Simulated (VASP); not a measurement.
Energy against volume of HfB2 (AlB2 type). Method: PBE GGA with D3 dispersion (Becke-Johnson damping), VASP's PBE PAW potentials (set 64) (plane waves; VASP 6.6.1). Numerical set-up: 520 eV cut-off, 11×11×9 Γ-centred mesh, first-order Methfessel-Paxton smearing of 0.10 eV, potentials Hf_pv B.

Shape and ions are relaxed at each volume.

```
V (Å³/atom)  E (eV/atom)
-----------  -----------
9.422           -9.15882
9.713           -9.16641
10.005          -9.15958
10.296          -9.14032
```

### Question
Fit these four points and predict the energy of the run at 9.130 Å³/atom.

### Answer
A cubic in V^(−2/3), the third-order Birch-Murnaghan form, passes through the four points with V0 = 9.71 Å³/atom and B0 = 264 GPa, and gives -9.1345 eV/atom there. The run gave -9.1345 eV/atom, +0.0 meV/atom from the fit; all five points give B0 = 264 GPa.

The compound is HfB2 in the AlB2 type structure. It was relaxed first.
